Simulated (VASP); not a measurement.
# NaV2P2: the relaxed cell at several levels, part 2 of 3

Wanted: equilibrium cells of NaV2P2 at many levels, with their cost. The cell is invented: it takes the structure of a Materials Project entry for KFe2P2 (space group 139 there), with some of its atoms replaced by other elements, volume scaled by an estimate. It may not be a known or stable phase.

VASP 6.6.1, plane waves and PAW; the level of theory is named at each step.

So far. Step 2 (Rough relaxation of the start cell): It ends with a largest force of 0.022 eV/Å and a pressure of 0.00 GPa.

### 3. Relaxation with PBE

Level of this step: PBE, spin-polarised from a ferromagnetic start; plane waves and PAW (V_sv, P, Na_pv); invented cell (VASP).

Properties are meant for the cell that this level of theory prefers, so cell and atoms are relaxed first (ISIF = 3) until forces and stress are small; EDIFFG sets the threshold.

Input file INCAR:

```
SYSTEM = NaV2P2
PREC = Accurate
ENCUT = 520
EDIFF = 1E-06
NELM = 100
ISMEAR = -1
SIGMA = 0.05
LREAL = .FALSE.
ALGO = Normal
GGA = PE
NBANDS = 30
ISPIN = 2
MAGMOM = 2 2 0 0 0
LMAXMIX = 4
LORBIT = 11
LWAVE = .FALSE.
LCHARG = .FALSE.
KPAR = 2
IBRION = 2
NSW = 60
ISIF = 3
EDIFFG = -0.01
```

Input file POSCAR:

```
NaV2P2
1.0
   -1.9110641268      1.9110641268      5.2679736270
    1.9110641268     -1.9110641268      5.2679736270
    1.9110641268      1.9110641268     -5.2679736270
V P Na
2 2 1
Direct
    0.7500000000      0.2500000000      0.5000000000
    0.2500000000      0.7500000000      0.5000000000
    0.3871222616      0.3871222616      0.0000000000
    0.6128777384      0.6128777384      0.0000000000
    0.0000000000      0.0000000000      0.0000000000
```

Input file KPOINTS:

```
Automatic mesh
0
Gamma
7 7 7
0 0 0
```

The projector-augmented-wave data sets are V_sv, P and Na_pv (PBE family, release 64).

Run with:

```console
mpirun -np 2 vasp_std
```

Output:

```text
[... set-up lines as in an earlier step ...]
 entering main loop
       N       E                     dE             d eps       ncg     rms          rms(c)
DAV:   1     0.523293282010E+03    0.52329E+03   -0.23804E+04  5216   0.157E+03
DAV:   2    -0.179504708836E+01   -0.52509E+03   -0.50991E+03  4830   0.491E+02
DAV:   3    -0.348473839470E+02   -0.33052E+02   -0.31757E+02  6030   0.127E+02
DAV:   4    -0.357899355235E+02   -0.94255E+00   -0.93822E+00  5666   0.210E+01
DAV:   5    -0.358128005894E+02   -0.22865E-01   -0.22857E-01  6000   0.348E+00    0.311E+01
DAV:   6    -0.342035587250E+02    0.16092E+01   -0.37413E+01  5992   0.420E+01    0.110E+01
DAV:   7    -0.330705735096E+02    0.11330E+01   -0.10455E+01  5644   0.264E+01    0.859E+00
DAV:   8    -0.329234583544E+02    0.14712E+00   -0.12227E+00  5460   0.746E+00    0.220E+00
DAV:   9    -0.329181199773E+02    0.53384E-02   -0.10607E-01  6046   0.195E+00    0.955E-01
DAV:  10    -0.329179991742E+02    0.12080E-03   -0.43506E-03  5570   0.475E-01    0.352E-01
DAV:  11    -0.329172712992E+02    0.72787E-03   -0.32838E-03  5754   0.458E-01    0.128E-01
DAV:  12    -0.329172905592E+02   -0.19260E-04   -0.36062E-04  5776   0.140E-01    0.731E-02
DAV:  13    -0.329173003907E+02   -0.98315E-05   -0.55596E-05  5886   0.450E-02    0.323E-02
DAV:  14    -0.329173008749E+02   -0.48419E-06   -0.18822E-05  5006   0.273E-02    0.124E-02
DAV:  15    -0.329173020493E+02   -0.11744E-05   -0.33223E-06  4794   0.123E-02    0.572E-03
DAV:  16    -0.329173020430E+02    0.63319E-08   -0.30436E-07  2994   0.426E-03
   1 F= -.32917302E+02 E0= -.32913991E+02  d E =-.329173E+02  mag=     0.0000
 curvature:   0.00 expect dE= 0.000E+00 dE for cont linesearch  0.000E+00
 trial: gam= 0.00000 g(F)=  0.127E-03 g(S)=  0.152E-02 ort = 0.000E+00 (trialstep = 0.100E+01)
 search vector abs. value=  0.165E-02
 bond charge predicted
       N       E                     dE             d eps       ncg     rms          rms(c)
DAV:   1    -0.329428398063E+02   -0.25538E-01   -0.45546E-01  5232   0.732E+00    0.163E+00
DAV:   2    -0.329321095866E+02    0.10730E-01   -0.22656E-01  5512   0.411E+00    0.953E-01
DAV:   3    -0.329181439014E+02    0.13966E-01   -0.42349E-02  5528   0.170E+00    0.214E-01
DAV:   4    -0.329176968884E+02    0.44701E-03   -0.55303E-03  5182   0.411E-01    0.885E-02
DAV:   5    -0.329175975368E+02    0.99352E-04   -0.25168E-04  5910   0.112E-01    0.697E-02
DAV:   6    -0.329175736283E+02    0.23908E-04   -0.54884E-05  5992   0.514E-02    0.157E-02
DAV:   7    -0.329175678561E+02    0.57722E-05   -0.19326E-05  5184   0.277E-02    0.579E-03
DAV:   8    -0.329175678183E+02    0.37788E-07   -0.27931E-06  4508   0.126E-02
   2 F= -.32917568E+02 E0= -.32914269E+02  d E =-.265775E-03  mag=    -0.0000
[...]
3 F= -.32917793E+02 E0= -.32914489E+02  d E =-.490607E-03  mag=    -0.0000
 curvature:  -0.30 expect dE=-0.417E-04 dE for cont linesearch -0.786E-07
 trial: gam= 0.07102 g(F)=  0.187E-04 g(S)=  0.119E-03 ort = 0.207E-04 (trialstep = 0.919E+00)
 search vector abs. value=  0.149E-03
 bond charge predicted
       N       E                     dE             d eps       ncg     rms          rms(c)
DAV:   1    -0.329182361020E+02   -0.44256E-03   -0.14365E-02  4920   0.124E+00    0.138E-01
DAV:   2    -0.329179726510E+02    0.26345E-03   -0.88585E-04  5340   0.234E-01    0.852E-02
DAV:   3    -0.329179102552E+02    0.62396E-04   -0.25548E-04  5500   0.134E-01    0.402E-02
DAV:   4    -0.329178859519E+02    0.24303E-04   -0.55917E-05  5576   0.590E-02    0.119E-02
DAV:   5    -0.329178847787E+02    0.11732E-05   -0.62322E-06  4672   0.164E-02    0.408E-03
DAV:   6    -0.329178847606E+02    0.18092E-07   -0.43167E-07  2820   0.502E-03
   4 F= -.32917885E+02 E0= -.32914610E+02  d E =-.921110E-04  mag=     0.0000
 trial-energy change:   -0.000092  1 .order   -0.000089   -0.000128   -0.000051
 step:   1.5236(harm=  1.5236)  dis= 0.00083  next Energy=   -32.917899 (dE=-0.106E-03)
 reached required accuracy - stopping structural energy minimisation
```

The job ended after 9.9 min (2 MPI ranks of AMD EPYC 7R43, shared host; peak memory 0.94 GiB).

Parts of OUTCAR (step 3):

```text
  LATTYP: Found a body centered tetragonal cell.
 ALAT       =     3.8221282536
 C/A-ratio  =     2.7565655977

The static configuration has the point symmetry D_4h.

 Found     40 irreducible k-points:

   k-points           NKPTS =     40   k-points in BZ     NKDIM =     40   number of bands    NBANDS=     30

   dimension x,y,z NGX =    48 NGY =   48 NGZ =   48
   dimension x,y,z NGXF=    96 NGYF=   96 NGZF=   96

   ENCUT  =  520.0 eV  38.22 Ry    6.18 a.u.  11.01 11.01 11.01*2*pi/ulx,y,z

   NELECT =      43.0000    total number of electrons

 E-fermi :   7.4955

 spin component 1
 k-point     1 :       0.0000    0.0000    0.0000
  band No.  band energies     occupation
    ...
     17       4.3375      1.00000
     18       5.5910      1.00000
     19       5.8996      1.00000
     20       5.8996      1.00000
     21       6.9245      0.99999
     22       7.9255      0.00018
     23       9.2406      0.00000
     24       9.2406      0.00000
     25       9.4331      0.00000
     26       9.6062      0.00000
    ...

 k-point     2 :       0.1429    0.0000   -0.0000
  band No.  band energies     occupation
    ...
     17       4.4762      1.00000
     18       5.5037      1.00000
     19       5.7271      1.00000
     20       5.7851      1.00000
     21       6.9251      0.99999
     22       7.9427      0.00013
     23       8.9408      0.00000
     24       9.0073      0.00000
     25       9.0200      0.00000
     26       9.4590      0.00000
    ...

 k-point     3 :       0.2857    0.0000    0.0000
  band No.  band energies     occupation
    ...
     17       4.3732      1.00000
     18       5.2191      1.00000
     19       5.4700      1.00000
     20       6.1591      1.00000
     21       6.9037      0.99999
     22       7.9318      0.00016
     23       8.4436      0.00000
     24       8.4716      0.00000
     25       8.6629      0.00000
     26       9.2026      0.00000
    ...

 k-point     4 :       0.4286    0.0000   -0.0000
  band No.  band energies     occupation
    ...
     17       4.3116      1.00000
     18       5.1392      1.00000
     19       5.6885      1.00000
     20       6.8249      1.00000
     21       7.0137      0.99993
     22       7.6454      0.04746
     23       7.7939      0.00255
     24       7.9366      0.00015
     25       8.2604      0.00000
     26       9.4006      0.00000
    ...

  Total       -0.0187214     -0.0187214      0.0341516      0.0000000      0.0000000      0.0000000
  in kB       -0.3884113     -0.3884113      0.7085399      0.0000000      0.0000000      0.0000000
  external PRESSURE =      -0.0227609 kB  Pullay stress =       0.0000000 kB

  energy-cutoff  :      520.00
  volume of cell :       77.22
      direct lattice vectors                 reciprocal lattice vectors
    -1.911680306  1.911680306  5.282827888     0.000000000  0.261550008  0.094646279
     1.911680306 -1.911680306  5.282827888     0.261550008  0.000000000  0.094646279
     1.911680306  1.911680306 -5.282827888     0.261550008  0.261550008  0.000000000

 POSITION                                       TOTAL-FORCE (eV/Angst)
 -----------------------------------------------------------------------------------
     -0.00000      1.91168      2.64141         0.000000      0.000000     -0.000000
      1.91168     -0.00000      2.64141         0.000000      0.000000     -0.000000
      1.91168      1.91168     -1.19209         0.000000      0.000000     -0.005130
      0.00000      0.00000      6.47492        -0.000000     -0.000000      0.005130
      1.91168      1.91168     -5.28283         0.000000      0.000000      0.000000
 -----------------------------------------------------------------------------------
    total drift:                                0.000000     -0.000000      0.000000

  FREE ENERGIE OF THE ION-ELECTRON SYSTEM (eV)
  ---------------------------------------------------
  free  energy   TOTEN  =       -32.9178847606 eV

  energy  without entropy=      -32.9113345157  energy(sigma->0) =      -32.91460964

 total charge
# of ion       s       p       d       tot
------------------------------------------
    1        2.261   6.220   3.134  11.615
    2        2.261   6.220   3.134  11.615
    3        1.019   1.512   0.000   2.531
    4        1.019   1.512   0.000   2.531
    5        0.077   6.003   0.000   6.080
--------------------------------------------------
tot          6.635  21.468   6.269  34.372

 magnetization (x)
# of ion       s       p       d       tot
------------------------------------------
    1       -0.000  -0.000   0.000  -0.000
    2       -0.000  -0.000   0.000  -0.000
    3        0.000   0.000   0.000   0.000
    4        0.000   0.000   0.000   0.000
    5       -0.000  -0.000   0.000  -0.000
--------------------------------------------------
tot          0.000   0.000   0.000   0.000

[... 2 parts as in an earlier step ...]

[... 6 further parts left out ...]
```

CONTCAR:

```
NaV2P2
   1.00000000000000
    -1.9116803060128096    1.9116803060128096    5.2828278884211120
     1.9116803060128096   -1.9116803060128096    5.2828278884211120
     1.9116803060128096    1.9116803060128096   -5.2828278884211120
  V               P               Na
     2     2     1
Direct
     0.7500000000000000    0.2500000000000000    0.5000000000000000
     0.2500000000000000    0.7500000000000000    0.5000000000000000
     0.3871733572768470    0.3871733572768470    1.0000000000000000
     0.6128266427231530    0.6128266427231530    0.0000000000000000
     0.0000000000000000    0.0000000000000000    1.0000000000000000
```

The steps of the relaxation:

| step | energy less that of the first step (eV) | largest force (eV/Å) | pressure (GPa) | volume (Å³) |
| --- | --- | --- | --- | --- |
| 1 | 0.0000 | 0.0362 | 0.43 | 76.96 |
| 2 | -0.0003 | 0.0479 | -0.35 | 77.42 |
| 3 | -0.0005 | 0.0139 | -0.04 | 77.23 |
| 4 | -0.0006 | 0.0051 | 0.00 | 77.22 |

| conventional cell, symmetrised | before | after | change |
| --- | --- | --- | --- |
| a (Å) | 3.822 | 3.823 | +0.0 % |
| b (Å) | 3.822 | 3.823 | +0.0 % |
| c (Å) | 10.536 | 10.566 | +0.3 % |
| volume (Å³/atom) | 15.39 | 15.44 | +0.3 % |

Final coordinates:

```cif
data_structure
_symmetry_space_group_name_H-M 'P 1'
_symmetry_Int_Tables_number 1
_cell_length_a 5.9344
_cell_length_b 5.9344
_cell_length_c 5.9344
_cell_angle_alpha 142.416
_cell_angle_beta 142.416
_cell_angle_gamma 54.203
_cell_volume 77.22
loop_
_atom_site_label
_atom_site_type_symbol
_atom_site_fract_x
_atom_site_fract_y
_atom_site_fract_z
_atom_site_occupancy
V1 V 0.75000 0.25000 0.50000 1
V2 V 0.25000 0.75000 0.50000 1
P3 P 0.38717 0.38717 0.00000 1
P4 P 0.61283 0.61283 0.00000 1
Na5 Na 0.00000 0.00000 0.00000 1
```

This step gave:

```yaml
irreducible_k_points: 40
free_energy_toten: -32.92 eV
energy_at_zero_smearing: -32.91 eV
fermi_energy: 7.495 eV
pressure: -0.002276 GPa
scf_cycles_over_all_ionic_steps: 36
```

It ends with a largest force of 0.005 eV/Å and a pressure of 0.00 GPa. The conventional cell has a = 3.823 and c = 10.566 Å.

[end of part 2 of 3]

[Lines on the potential files, build, host, timing and source positions are cut from VASP's logs without a mark.]

[Logs are printed without paths, hosts, clocks, repeated set-up lines and the standing remarks that a program may print on its own settings, such as how far it seeks lower states.]

[Hosts, paths, dates, database ids (printed as entryN), source tags and the programs' standing remarks are cut or masked in the printed files.]

[A measured line is paired with the nearest computed mode of its activity, which favours agreement.]
